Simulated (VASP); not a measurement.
Given:

```xyz
2
Lattice="0.0000 2.6364 2.6364 2.6364 0.0000 2.6364 2.6364 2.6364 0.0000" Properties=species:S:1:pos:R:3 pbc="T T T"
In     0.0000     0.0000     0.0000
P      1.3182     1.3182     1.3182
```

Calculation: PBEsol GGA, VASP's PBE PAW potentials (set 64) (plane waves; VASP). Numerical set-up: 500 eV cut-off, 9×9×9 Γ-centred mesh, Gaussian smearing of 0.050 eV, potentials In_d P.

Task: What does the run give for the energy per atom (σ→0), pressure?

Result: 
The energy per atom (σ→0) comes out as -3.834 eV/atom. The pressure comes out as 45.10 GPa.

The compound is InP in the zinc blende structure. It was relaxed first under an external pressure of 45 GPa.
